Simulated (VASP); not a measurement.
```
Y
1.0
    3.60115     0.00000     0.00000
   -1.80057     3.11869     0.00000
    0.00000     0.00000    25.60539
Y
4
Direct
  0.66667   0.33333   0.44490
  0.33333   0.66667   0.33809
  0.66667   0.33333   0.66191
  0.33333   0.66667   0.55510
```

Method: PBEsol GGA, VASP's PBE PAW potentials (set 64) (plane waves; VASP). Settings: PREC = Normal, 400 eV cut-off, 9×9×1 Γ-centred mesh, first-order Methfessel-Paxton smearing of 0.10 eV, potentials Y_sv.

### Question
Estimate the energy per atom (σ→0), band gap (on the k-mesh) with the smallest direct gap where there is one.

### Answer

```yaml
band gap (on the k-mesh): none (metal, semimetal or under 0.01 eV)
energy per atom (σ→0): -6.431 eV/atom
```

The cell is a thin slab with vacuum, built from Y (hcp): (001) face.
